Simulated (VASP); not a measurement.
Input for VASP

### INCAR
```
SYSTEM=KF
PREC=Accurate; ENCUT=620; LREAL=.FALSE.
LASPH=.TRUE.
EDIFF=1E-6; NELM=100; ALGO=Normal
ISMEAR=0; SIGMA=0.05
GGA=PE
IBRION=2; NSW=40; ISIF=3
EDIFFG=-0.02; PSTRESS=100
LWAVE=.FALSE.; LCHARG=.FALSE.
```

File POSCAR:
```
KF
1
    0.0000000000     2.5306948530     2.5306948530
    2.5306948530     0.0000000000     2.5306948530
    2.5306948530     2.5306948530    -0.0000000000
K F
1 1
Direct
  1.0000000000   0.0000000000   1.0000000000
  0.5000000000   0.5000000000   0.5000000000
```

### KPOINTS
```
Automatic
0
G
  9 9 9
```

POTCAR, in this order: K_sv F (PBE.64 set). Program: vasp_std.

Problem. Translate this PBE calculation to Ansatz.

Solution. One equivalent input (not run):
Ansatz 0.2 input:
```yaml
crystal:
  lattice:
    - [0.0000000, 2.5306949, 2.5306949]
    - [2.5306949, 0.0000000, 2.5306949]
    - [2.5306949, 2.5306949, 0.0000000]
  atoms:
    - { symbol: K, position: [1.0000000, 0.0000000, 1.0000000] }
    - { symbol: F, position: [0.5000000, 0.5000000, 0.5000000] }
kpoints:
  mp_grid: { grid: [9, 9, 9] }
hamiltonian:
  xc: pbe
  pseudopotentials: { kind: paw }
scf:
  occupations: { method: gaussian, width: 0.05 }
  max_iter: 100
relax:
  max_steps: 40
  f_tol: 0.02
  cell: { p_target: 10 }
output: { forces: true, stress: true, eigenvalues: true }
```
Limits of the translation: each code has its own PAW files, so the cut-off isn't converted (ENCUT is set for VASP's; basis.ecutwfc is left out, and Ansatz then takes the one that its files recommend); Ansatz stops its SCF on the density residual and VASP on the energy change (EDIFF).

The compound is KF in the rock salt structure. It was relaxed first under an external pressure of 10 GPa.
